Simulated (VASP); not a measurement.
The cell holds one Li (bcc) (100) slab, with vacuum along c, ions free to move until forces fall under 0.03 eV/Å, no reconstruction beyond this cell, dipole correction on.

Here is the system:

```xyz
6
Lattice="3.4259 0.0000 0.0000 0.0000 3.4259 0.0000 0.0000 0.0000 25.0025" Properties=species:S:1:pos:R:3 pbc="T T T"
Li     1.7130     0.0000     7.9526
Li     0.0000     1.7130     9.8274
Li     1.7130     0.0000    11.6109
Li     0.0000     1.7130    13.3916
Li     1.7130     0.0000    15.1751
Li     0.0000     1.7130    17.0499
```

Computed with PBEsol GGA, VASP's PBE PAW potentials (set 64) (plane waves; VASP). Numerical set-up: 450 eV cut-off, 8×8×1 Γ-centred mesh, first-order Methfessel-Paxton smearing of 0.10 eV, potentials Li_sv.

Slab and bulk use different k-meshes, so the surface energy is good to a few per cent at best.

Problem. Predict its surface energy, work function, band gap (on the k-mesh).

Solution. 
The surface energy is 0.46 J/m² and the work function comes out as 3.08 eV. The band gap (on the k-mesh) is none (metal, semimetal or under 0.01 eV).

The cell is a thin slab with vacuum, built from Li (bcc): (100) face.
